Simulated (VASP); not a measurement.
Given:

```yaml
crystal:
  lattice:
    - [5.30187, 0.00000, 0.00000]
    - [-2.65093, 4.59155, 0.00000]
    - [0.00000, 0.00000, 8.59514]
  atoms:
    - { symbol: Tl, position: [0.33333, 0.66667, 0.99986] }
    - { symbol: Tl, position: [0.66667, 0.33333, 0.49986] }
    - { symbol: Br, position: [0.33333, 0.66667, 0.37514] }
    - { symbol: Br, position: [0.66667, 0.33333, 0.87514] }
```

Calculation: PBE GGA, VASP's PBE PAW potentials (set 64) (plane waves; VASP 6.6.1). Numerical set-up: 400 eV cut-off, 6×6×3 Γ-centred mesh, tetrahedra with Blöchl corrections, potentials Tl_d Br.

The cores are frozen, which limits the accuracy of field gradients.

### Question
Give the principal components of the electric field gradient (V/Å²) and the asymmetry η at each nucleus.

### Answer

| atom | Vxx | Vyy | Vzz | η |
|---|---|---|---|---|
| Tl1 | 1.2 | 1.2 | -2.4 | 0.00 |
| Tl2 | 1.2 | 1.2 | -2.4 | 0.00 |
| Br3 | -1.0 | -1.0 | 2.0 | 0.00 |
| Br4 | -1.0 | -1.0 | 2.0 | 0.00 |

The structure was generated: TlBr was put into the wurtzite type (P6_3mc), which need not be its known phase. It was relaxed first, which changed the volume by +83 %.
